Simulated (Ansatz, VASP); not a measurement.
One calculation of PC3, two programs

```
P C
1.0
     0.00000    3.33682    3.33682
     3.33682    0.00000    3.33682
     3.33682    3.33682    0.00000
P C
1 3
Direct
  0.00000 0.00000 0.00000
  0.50000 0.50000 0.50000
  0.25000 0.25000 0.25000
  0.75000 0.75000 0.75000
```

Change from the starting cell: species swapped into the NdMg3 type (Fm-3m, No. 225).

Alike in both runs: task single point; functional PBE; k mesh 4 × 4 × 4; occupations gaussian, width 0.1 eV; no spin polarisation.

|  | VASP | Ansatz |
| --- | --- | --- |
| version | VASP 6.6.1 | Ansatz 0.2.0 |
| potentials or method | VASP PAW PBE potentials, release 64 (P, C) | scalar-relativistic, plane waves, PAW |
| plane-wave cutoff (eV) | 520 | 420 |
| valence electrons in the cell | 17 | 17 |

```tsv
	VASP	Ansatz	Ansatz less VASP
gap on the k mesh at the Fermi level (eV)	none	none	-
pressure (GPa)	-22.2	-22.2	+0.03
```

A gap of «none» marks a metal or a gap that the smearing closes. With one functional, cell and mesh, what is left measures potentials, basis and numerics.

Caveats: the k mesh is coarse (spacing up to 0.41 Å⁻¹), so the values aren't converged; so large a pressure means that the cell lies far from this level's equilibrium, or that cutoff or potentials fall short (VASP).
